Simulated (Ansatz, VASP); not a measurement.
**CaAl2Si2O8 (glassy CaAl2Si2O8) in two plane-wave programs**

Aim: how closely do two programs agree when they are given the same cell, functional and k mesh? Of the first pair: The structure shown is the start of the Ansatz relaxation below; VASP solves that cell, so the two are compared at the walk's first step.

Method: plane waves, with VASP 6.6.1 beside it; single point at RPBE, in Ansatz 0.2.0.

### 1. Starting point

The cell holds 130 atoms: 20 Al, 10 Ca, 80 O and 20 Si. Cell: a = 11.949 Å, b = 11.949 Å, c = 11.949 Å, α = 90.0°, β = 90.0°, γ = 90.0°. As first built, before any earlier steps moved the atoms (in the runner's words): 130 atoms (20 Al, 10 Ca, 80 O, 20 Si) placed at random at 2.71 g/cm^3, melted at 4500 K for 20 ps at fixed volume with the Morse and Coulomb pair potential with partial charges (Pedone, Malavasi, Menziani, Cormack and Segre, J. Phys. Chem. B 110, 11780 (2006)). Quenched from 4500 K to 300 K at 10 K/ps and fixed volume, held 5 ps.

### 2. Ansatz: relaxation, RPBE

Ansatz runs on its default PAW (the set named soft_2) files.

The two programs are compared at the cell with which this relaxation starts, whose forces are those of its first step.

input.yaml reads:

```yaml
crystal:
  lattice:
    - [11.9487, 0.0, 0.0]
    - [0.0, 11.9487, 0.0]
    - [0.0, 0.0, 11.9487]
  atoms:
    - { symbol: Al, position: [0.0731, 0.2708, 0.32892] }
    - { symbol: Al, position: [0.75664, 0.69799, 0.05418] }
    - { symbol: Al, position: [0.17019, 0.19755, 0.02094] }
    - { symbol: Al, position: [0.26709, 0.45092, 0.66984] }
    - { symbol: Al, position: [0.36058, 0.1334, 0.15911] }
    - { symbol: Al, position: [0.83019, 0.9164, 0.66527] }
    - { symbol: Al, position: [0.39726, 0.23591, 0.74731] }
    - { symbol: Al, position: [0.6885, 0.74334, 0.78484] }
    - { symbol: Al, position: [0.51948, 0.46936, 0.6821] }
    - { symbol: Al, position: [0.09873, 0.06151, 0.21849] }
    - { symbol: Al, position: [0.88114, 0.18007, 0.01018] }
    - { symbol: Al, position: [0.08827, 0.8818, 0.77479] }
    - { symbol: Al, position: [0.70074, 0.29318, 0.13052] }
    - { symbol: Al, position: [0.90157, 0.08323, 0.37025] }
    - { symbol: Al, position: [0.33526, 0.5157, 0.23027] }
    - { symbol: Al, position: [0.51515, 0.90268, 0.83586] }
    - { symbol: Al, position: [0.01726, 0.17666, 0.55788] }
    - { symbol: Al, position: [0.31286, 0.97992, 0.96573] }
    - { symbol: Al, position: [0.6839, 0.83337, 0.46642] }
    - { symbol: Al, position: [0.71913, 0.07167, 0.19049] }
    - { symbol: Ca, position: [0.31643, 0.70509, 0.07314] }
    - { symbol: Ca, position: [0.11322, 0.20621, 0.79365] }
    - { symbol: Ca, position: [0.88732, 0.4633, 0.18292] }
    - { symbol: Ca, position: [0.51148, 0.78796, 0.30165] }
    - { symbol: Ca, position: [0.34532, 0.77167, 0.70155] }
    - { symbol: Ca, position: [0.30539, 0.45995, 0.90162] }
    - { symbol: Ca, position: [0.79556, 0.94742, 0.94764] }
    - { symbol: Ca, position: [0.01914, 0.84451, 0.52821] }
    - { symbol: Ca, position: [0.55124, 0.58209, 0.91375] }
    - { symbol: Ca, position: [0.9516, 0.48478, 0.44354] }
[... 94 atom lines left out ...]
    - { symbol: Si, position: [0.9315, 0.54005, 0.94989] }
    - { symbol: Si, position: [0.28881, 0.98966, 0.37447] }
    - { symbol: Si, position: [0.03339, 0.71943, 0.26707] }
    - { symbol: Si, position: [0.5857, 0.53513, 0.20226] }
    - { symbol: Si, position: [0.12756, 0.42741, 0.10474] }
    - { symbol: Si, position: [0.27358, 0.73248, 0.39622] }
kpoints:
  mp_grid: { grid: [1, 1, 1] }
hamiltonian:
  xc: rpbe
scf:
  occupations: { method: fixed }
output:
  forces: true
relax:
  f_tol: 0.03
  max_steps: 200
  cell: {}
```

Launch:

```bash
$ ansatz run input.yaml --threads 4 --pin off --max-ram 8192MiB --backend cpu --events-out ev --progress --plain --runs-dir out
```

Numbers of over 12 decimals in the logs are rounded to 6 here.

The log of the run:

```text
Engine: ansatz 0.2.0, aarch64-unknown-linux-gnu
Pseudopotentials: kind: paw
Pseudopotential: Al, paw, valence charge 3, recommended cutoff 420 eV (normal), Al.paw.azcp
Pseudopotential: Ca, paw, valence charge 10, recommended cutoff 420 eV (normal), Ca.paw.azcp
Pseudopotential: O, paw, valence charge 6, recommended cutoff 420 eV (normal), O.paw.azcp
Pseudopotential: Si, paw, valence charge 4, recommended cutoff 420 eV (normal), Si.paw.azcp
Functional definition: RPBE
  parameter kappa = 0.804
  parameter beta = 0.066725
  exchange = rpbe_x(kappa = kappa, mu = beta*pi^2/3)
  correlation = pbe_c(beta = beta)
Crystal: 130 atoms, lattice volume = 1705.933 Å³
Basis set: ecut = 420 eV, 33371 PW (Γ), exchange–correlation on 160×160×160 points (8 copies of the dense FFT grid, shifted against one another)
Bands: 490, of which v1, the nominal top of the filled ones, is band 360 counted from 1 (359 counted from 0)
Symmetry: 1 space group operations
Space group: P1 (ITA 1), of the structure as read, at distance tolerance 1.2e-4 Å
k-points: 1
Non-local potential: Al, projectors of the file, l = 0: 2, l = 1: 2, l = 2: 1
Non-local potential: Ca, projectors of the file, l = 0: 3, l = 1: 2, l = 2: 2
Non-local potential: O, projectors of the file, l = 0: 2, l = 1: 2, l = 2: 1
Non-local potential: Si, projectors of the file, l = 0: 2, l = 1: 2, l = 2: 2
PAW form: soft (Blöchl's): semilocal exchange-correlation on the pseudo side does not see the compensation charge
PAW frozen core: Al, regenerated for the run's functional, and the local potential with it (the file was generated under x = pbe(κ = 0.804, μ = 0.219515), c = pbe(β = 0.066725))
PAW frozen core: Ca, regenerated for the run's functional, and the local potential with it (the file was generated under x = pbe(κ = 0.804, μ = 0.219515), c = pbe(β = 0.066725))
PAW frozen core: O, regenerated for the run's functional, and the local potential with it (the file was generated under x = pbe(κ = 0.804, μ = 0.219515), c = pbe(β = 0.066725))
PAW frozen core: Si, regenerated for the run's functional, and the local potential with it (the file was generated under x = pbe(κ = 0.804, μ = 0.219515), c = pbe(β = 0.066725))
PAW one-centre angular grid: Al, 110 points (default); XC on 64 Gauss nodes
PAW one-centre angular grid: Ca, 110 points (default); XC on 64 Gauss nodes
PAW one-centre angular grid: O, 110 points (default); XC on 64 Gauss nodes
PAW one-centre angular grid: Si, 110 points (default); XC on 64 Gauss nodes
Initial density: superposition of atomic densities (neutral atoms: chi_scale 0, normalization atom), corrected by the library's trained network
Initial wavefunctions: pseudopotential atomic-orbital guess
Functional: x = rpbe, c = pbe(β = 0.066725)
SCF iter   1: F=—  HF=-87492.316954 eV  |F-HF|=—  |Δ(HF+E_count)|=         —  Δρ=4.41e-3  dr2=3.78e-1  ethr=1.77e-3  ⟨swp⟩=6.0  Hψ=1633  notcnv=0  defer=128
preconditioner: auto → Resta (q_TF=auto, 2.363 Å⁻¹)  ε∞=3.1  [insulator: Δε(μ)=3.384 eV  Ē_g=16.393 eV  n_scr=388 (ndim 8)  ℏωp=23.8 eV  f_vac=0.097  ε∞_Penn≈3.1]
SCF iter   2: F=—  HF=-87492.277654 eV  |F-HF|=—  |Δ(HF+E_count)|=   3.93e-2  Δρ=2.21e-3  dr2=5.57e-2  ethr=5.25e-5  ⟨swp⟩=3.0  Hψ=841  notcnv=0  defer=128
SCF iter   3: F=—  HF=-87492.281957 eV  |F-HF|=—  |Δ(HF+E_count)|=   4.30e-3  Δρ=8.89e-4  dr2=1.64e-2  ethr=7.73e-6  ⟨swp⟩=5.0  Hψ=719  notcnv=0  defer=110
automatic band count: iteration 3 solves 472 bands in place of 490: the levels show a gap, and the empty bands left out lie too high to hold charge; the band table lists the bands solved (type scf.n_extra_bands for more)
SCF iter   4: F=—  HF=-87492.284574 eV  |F-HF|=—  |Δ(HF+E_count)|=   2.62e-3  Δρ=2.32e-4  dr2=8.23e-4  ethr=2.28e-6  ⟨swp⟩=3.0  Hψ=632  notcnv=0  defer=110
SCF iter   5: F=—  HF=-87492.285161 eV  |F-HF|=—  |Δ(HF+E_count)|=   5.87e-4  Δρ=1.28e-4  dr2=2.37e-4  ethr=1.14e-7  ⟨swp⟩=2.0  Hψ=716  notcnv=0  defer=110
SCF iter   6: F=—  HF=-87492.285340 eV  |F-HF|=—  |Δ(HF+E_count)|=   1.79e-4  Δρ=3.01e-5  dr2=1.51e-5  ethr=3.30e-8  ⟨swp⟩=2.0  Hψ=716  notcnv=0  defer=110
SCF iter   7: F=—  HF=-87492.285526 eV  |F-HF|=—  |Δ(HF+E_count)|=   1.86e-4  Δρ=1.64e-5  dr2=3.49e-6  ethr=2.10e-9  ⟨swp⟩=2.0  Hψ=832  notcnv=0  defer=110
SCF iter   8: F=—  HF=-87492.285530 eV  |F-HF|=—  |Δ(HF+E_count)|=   4.42e-6  Δρ=7.99e-6  dr2=9.01e-7  ethr=4.85e-10  ⟨swp⟩=2.0  Hψ=714  notcnv=0  defer=110
SCF iter   9: F=-87492.285531 eV  HF=-87492.285531 eV  |F-HF|=4.13e-8  |Δ(HF+E_count)|=   5.97e-7  Δρ=2.12e-6  dr2=7.20e-8  ethr=1.39e-11  ⟨swp⟩=3.0  Hψ=1551  notcnv=0
SCF 1 converged in 9 iterations: F = -87492.285531 eV  dr2 = 7.20e-8
  greatest PAW one-centre occupation: 0.995 electrons in one spin orbital (limit 2), on the Ca atom at site 25 (counted from 0), in its partial waves of l = 0
[...]
- { symbol: Ca, position: [0.516829, 0.767747, 0.281655] }
    - { symbol: Ca, position: [0.333543, 0.798998, 0.680324] }
    - { symbol: Ca, position: [0.298649, 0.446774, 0.930309] }
    - { symbol: Ca, position: [0.782767, 0.961470, 0.952961] }
    - { symbol: Ca, position: [0.00311743, 0.809312, 0.505439] }
    - { symbol: Ca, position: [0.557260, 0.561414, 0.919529] }
    - { symbol: Ca, position: [0.946568, 0.453233, 0.475032] }
    - { symbol: O, position: [0.819368, 0.845853, 0.538417] }
    - { symbol: O, position: [0.405275, 0.026538, 0.062657] }
    - { symbol: O, position: [0.545238, 0.785489, 0.769303] }
    - { symbol: O, position: [0.688279, 0.220630, 0.244700] }
    - { symbol: O, position: [0.822097, 0.378079, 0.349503] }
    - { symbol: O, position: [0.827268, 0.139917, 0.867524] }
    - { symbol: O, position: [0.444658, 0.215841, 0.882059] }
    - { symbol: O, position: [0.023420, 0.466607, 0.037002] }
    - { symbol: O, position: [0.794473, 0.171052, 0.416656] }
    - { symbol: O, position: [0.418229, 0.264705, 0.454992] }
    - { symbol: O, position: [0.626307, 0.946307, 0.529362] }
    - { symbol: O, position: [0.016199, 0.282232, 0.471541] }
    - { symbol: O, position: [0.035293, 0.973324, 0.120889] }
    - { symbol: O, position: [0.409795, 0.245821, 0.108652] }
    - { symbol: O, position: [0.767796, 0.293430, 0.729935] }
    - { symbol: O, position: [0.831363, 0.317202, 0.071686] }
    - { symbol: O, position: [0.949689, 0.636715, 0.556526] }
    - { symbol: O, position: [0.276493, 0.325771, 0.768164] }
    - { symbol: O, position: [0.564498, 0.019144, 0.736948] }
    - { symbol: O, position: [0.033913, 0.878270, 0.915817] }
    - { symbol: O, position: [0.766352, 0.073680, 0.659038] }
    - { symbol: O, position: [0.934239, 0.817809, 0.293484] }
    - { symbol: O, position: [0.961754, 0.043299, 0.489507] }
    - { symbol: O, position: [0.652501, 0.465569, 0.776283] }
[...]
- { symbol: O, position: [0.765758, 0.883477, 0.782212] }
    - { symbol: O, position: [0.222155, 0.894314, 0.024364] }
    - { symbol: O, position: [0.658999, 0.435862, 0.172878] }
    - { symbol: O, position: [0.183889, 0.526631, 0.743674] }
    - { symbol: O, position: [0.571866, 0.140908, 0.556390] }
    - { symbol: O, position: [0.596576, 0.997811, 0.176760] }
    - { symbol: O, position: [0.860949, 0.596218, 0.032683] }
    - { symbol: O, position: [0.206097, 0.132010, 0.153640] }
    - { symbol: Si, position: [0.824769, 0.610200, 0.599731] }
    - { symbol: Si, position: [0.626036, 0.042575, 0.620860] }
    - { symbol: Si, position: [0.616673, 0.600392, 0.468458] }
    - { symbol: Si, position: [0.737409, 0.276096, 0.369824] }
    - { symbol: Si, position: [0.814583, 0.861141, 0.248316] }
    - { symbol: Si, position: [0.156684, 0.628340, 0.827625] }
    - { symbol: Si, position: [0.530993, 0.257914, 0.524574] }
    - { symbol: Si, position: [0.483330, 0.280490, 0.996050] }
    - { symbol: Si, position: [0.248201, 0.050527, 0.625063] }
    - { symbol: Si, position: [0.514013, 0.945125, 0.079937] }
    - { symbol: Si, position: [0.826902, 0.176801, 0.738618] }
    - { symbol: Si, position: [0.314930, 0.345868, 0.429213] }
    - { symbol: Si, position: [0.780439, 0.423966, 0.757225] }
    - { symbol: Si, position: [0.086880, 0.880241, 0.041368] }
    - { symbol: Si, position: [0.944177, 0.532087, 0.947910] }
    - { symbol: Si, position: [0.295836, 0.986074, 0.370250] }
    - { symbol: Si, position: [0.028705, 0.728545, 0.246747] }
    - { symbol: Si, position: [0.589598, 0.541712, 0.202316] }
    - { symbol: Si, position: [0.123585, 0.418291, 0.117445] }
    - { symbol: Si, position: [0.261025, 0.747557, 0.382187] }
```

### 3. VASP: single point, RPBE, start cell, pair 1

The same cell, functional and mesh now go to VASP, with its own data sets.

Lines of VASP's logs that name or quote its potential files are left out, and so is its time.

INCAR reads:

```
SYSTEM = CaAl2Si2O8
PREC = Accurate
ENCUT = 520
EDIFF = 1E-06
NELM = 120
ISMEAR = 0
SIGMA = 0.01
LREAL = Auto
ALGO = Normal
GGA = RP
NBANDS = 464
LORBIT = 11
LWAVE = .FALSE.
LCHARG = .FALSE.
ISIF = 2
LASPH = .TRUE.
GGA_COMPAT = .FALSE.
EFERMI = MIDGAP
NCORE = 4
```

POSCAR reads:

```
CaAl2Si2O8
1.0
   11.9487000000      0.0000000000      0.0000000000
    0.0000000000     11.9487000000      0.0000000000
    0.0000000000      0.0000000000     11.9487000000
Al Ca O Si
20 10 80 20
Direct
    0.0730958180      0.2707993338      0.3289228117
    0.7566429821      0.6979922502      0.0541816265
    0.1701858780      0.1975528719      0.0209395164
    0.2670918175      0.4509193469      0.6698385598
    0.3605831597      0.1334036339      0.1591135437
    0.8301907320      0.9164009474      0.6652690251
    0.3972566053      0.2359085089      0.7473114230
    0.6885016780      0.7433360951      0.7848385180
    0.5194791065      0.4693564990      0.6820993079
    0.0987304058      0.0615129679      0.2184923883
    0.8811418815      0.1800697984      0.0101768393
    0.0882690167      0.8818030413      0.7747872153
    0.7007373187      0.2931783374      0.1305162905
    0.9015708822      0.0832308117      0.3702494832
    0.3352582289      0.5156962682      0.2302677279
    0.5151522760      0.9026839740      0.8358566204
    0.0172571075      0.1766635701      0.5578765891
    0.3128624871      0.9799225020      0.9657284893
    0.6838986668      0.8333709943      0.4664189410
    0.7191326253      0.0716730690      0.1904893419
    0.3164277285      0.7050892566      0.0731376635
    0.1132173375      0.2062065329      0.7936511922
    0.8873182857      0.4632972625      0.1829236653
    0.5114782361      0.7879601965      0.3016478780
    0.3453179007      0.7716739059      0.7015491225
    0.3053888708      0.4599496180      0.9016210969
    0.7955593496      0.9474168738      0.9476428398
    0.0191401575      0.8445102815      0.5282080896
    0.5512398838      0.5820884280      0.9137479391
    0.9516014294      0.4847807711      0.4435377907
[... 94 atom lines left out ...]
    0.9314988241      0.5400503820      0.9498941307
    0.2888096613      0.9896641476      0.3744675153
    0.0333927540      0.7194339133      0.2670667102
    0.5857038841      0.5351293446      0.2022563124
    0.1275619942      0.4274105133      0.1047394277
    0.2735778788      0.7324813578      0.3962188355
```

KPOINTS reads:

```
Automatic mesh
0
Gamma
1 1 1
0 0 0
```

PAW data sets: Al, Ca_sv, O and Si (PBE family, release 64).

Launch:

```bash
$ mpirun -np 16 vasp_gam
```

The log of the run:

```text
[banner, memory and clock lines left out]
running   16 mpi-ranks, on    1 nodes
[...]
|                                                                             |
|               ----> ADVICE to this user running VASP <----                  |
|                                                                             |
|     You enforced a specific xc type in the INCAR file but a different       |
|     [... a line on the potential file left out ...]
|     I HOPE YOU KNOW WHAT YOU ARE DOING!                                     |
|                                                                             |

 LDA part: xc-table for (Slater+PW92), standard interpolation
 POSCAR, INCAR and KPOINTS ok, starting setup
[...]
entering main loop
       N       E                     dE             d eps       ncg     rms          rms(c)
DAV:   1     0.773043291640E+04    0.77304E+04   -0.42035E+05   936   0.155E+03
DAV:   2    -0.288007834133E+03   -0.80184E+04   -0.76975E+04  1144   0.412E+02
DAV:   3    -0.103727704694E+04   -0.74927E+03   -0.74392E+03  1128   0.137E+02
DAV:   4    -0.105992507255E+04   -0.22648E+02   -0.22543E+02  1160   0.238E+01
[...]
DAV:  17    -0.917320567000E+03   -0.55815E-06   -0.76147E-05  1168   0.210E-02    0.166E-02
DAV:  18    -0.917320564764E+03    0.22363E-05   -0.40907E-05  1096   0.136E-02    0.941E-03
DAV:  19    -0.917320564239E+03    0.52502E-06   -0.85981E-06  1056   0.607E-03
   1 F= -.91732056E+03 E0= -.91732056E+03  d E =0.000000E+00
```

Parts of OUTCAR (step 3):

```text
  Total       84.6955841     91.8351032     86.6375160    -13.2901142      2.7201332      1.6221487
  in kB       79.5443574     86.2496475     81.3681801    -12.4818030      2.5546934      1.5234888
  external PRESSURE =      82.3873950 kB  Pullay stress =       0.0000000 kB

 POSITION                                       TOTAL-FORCE (eV/Angst)
 -----------------------------------------------------------------------------------
      0.87340      3.23570      3.93020        -1.422484      0.428734      0.727076
      9.04090      8.34010      0.64740        -1.196255      0.777589      0.696807
[...]
4.13820      1.52810      8.11160         1.887873     -0.703928      0.297860
      0.95830      4.38360      2.55650        -1.185887     -0.157145      0.985825
      5.84810      4.85370     11.28960        -0.973273      1.960194      0.078379
      7.96290      7.48850      1.68240        -0.196378      0.210862     -0.455000
      5.99240      3.89230      7.88140         0.001680     -1.312000     -0.147364
     10.17010      5.57490     10.40830        -1.014829     -0.766538     -1.038762
      9.24720      8.29240      8.13100        -0.894027      0.733526      1.033810
      0.27540      2.25540     11.82850         1.554360      0.035768     -0.502691
      2.26000      4.01490      0.17010         0.548653      3.581226      0.291321
      4.42820     10.80530     10.32850         1.101757     -1.712852     -1.860581
      4.67560      6.20450      8.64720         0.266977      1.191941      0.806655
[...]
-----------------------------------------------------------------------------------
    total drift:                                0.002252      0.003898      0.002853

  FREE ENERGIE OF THE ION-ELECTRON SYSTEM (eV)
  ---------------------------------------------------
  free  energy   TOTEN  =      -917.3205642386 eV

  energy  without entropy=     -917.3205642386  energy(sigma->0) =     -917.32056424

[... 3 further parts left out ...]
[key lines of the parts left out:]
E-fermi :   4.3200
```

The run ends at a pressure of 8.24 GPa, with forces up to 5.6 eV/Å.

### 4. Differences

Known differences besides the potentials themselves: fixed occupations in Ansatz, narrow Gaussian smearing in VASP; the cutoff is 420 eV in Ansatz and 520 eV in VASP (PREC = Accurate, projectors in real space); Ansatz makes its cores anew for this functional, VASP keeps those of its PBE data sets. Total energies have different zeros and are not compared.

Forces on 10 of the 130 atoms, those with the largest forces and the largest differences (eV/Å; atoms numbered as in POSCAR):

```tsv
atom	Ansatz x, y, z	VASP x, y, z
Al19	1.957, 1.594, 3.109	1.942, 1.607, 3.111
O39	2.017, -3.034, 2.430	2.047, -3.059, 2.406
O47	3.731, 0.755, -1.306	3.750, 0.782, -1.296
O74	-1.190, -0.112, 0.936	-1.186, -0.157, 0.986
O93	1.786, -2.021, -2.758	1.782, -2.062, -2.781
Si119	-3.732, 0.022, 0.971	-3.715, 0.006, 0.975
Si121	3.498, 1.535, -0.346	3.502, 1.542, -0.383
Si125	4.224, 0.676, -3.524	4.261, 0.662, -3.526
Si126	-0.603, 0.367, -2.755	-0.575, 0.347, -2.696
Si130	-1.589, 2.288, -1.688	-1.621, 2.317, -1.737
```

The forces differ by 22 meV/Å r.m.s., which is 1.7 % of the r.m.s. force of 1.258 eV/Å (both taken over all components).

[end of part 1 of 2]

[Lines on the potential files, build, host, timing and source positions are cut from VASP's logs without a mark.]

[Logs are printed without paths, hosts, clocks, repeated set-up lines and the standing remarks that a program may print on its own settings, such as how far it seeks lower states.]

[Hosts, paths, dates, database ids (printed as entryN), source tags and the programs' standing remarks are cut or masked in the printed files.]
